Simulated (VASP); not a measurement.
These are optB88-vdW, VASP's PBE PAW potentials (set 64) (plane waves; VASP) values and carry that method's errors.

A VASP calculation is set up with these files.

**POSCAR**
```
AuAl2
1
    0.0000000000     3.0264271551     3.0264271551
    3.0264271551     0.0000000000     3.0264271551
    3.0264271551     3.0264271551     0.0000000000
Al Au
2 1
Direct
  0.2500000000   0.2500000000   0.2500000000
  0.7500000000   0.7500000000   0.7500000000
  0.0000000000   0.0000000000   0.0000000000
```

**INCAR**
```
! general
SYSTEM   = AuAl2
PREC     = Accurate
ENCUT    = 520
LREAL    = .FALSE.
LASPH    = .TRUE.

! electronic loop
EDIFF    = 1E-7
NELM     = 100
ALGO     = Normal
LMAXMIX  = 6

! smearing
ISMEAR   = -5

! functional
GGA      = BO
LUSE_VDW = .TRUE.
AGGAC    = 0.0
PARAM1   = 0.1833333333
PARAM2   = 0.22

! ions
ISIF     = 2

! output
LWAVE    = .FALSE.
LCHARG   = .TRUE.
LORBIT   = 11
NEDOS    = 601

! other
LEFG     = .TRUE.
```

KPOINTS:
```
Automatic mesh
0
gamma
 10 10 10
```

POTCAR, in this order: Al Au (PBE.64 set). Program: vasp_std.

Problem. What will the output report for the number of irreducible k-points (NKPTS), largest plane-wave count, number of space-group operations, FFT grid (NGX, NGY, NGZ)?

Solution. 
```json
{
 "number of irreducible k-points (NKPTS)": "47",
 "largest_plane_wave_count": "1524",
 "number_of_space_group_operations": "48",
 "FFT grid (NGX, NGY, NGZ)": "32 × 32 × 32"
}
```

The compound is AuAl2 in the fluorite structure. It was relaxed first. The electron count is odd and the run is not spin-polarised, which forces a metal.
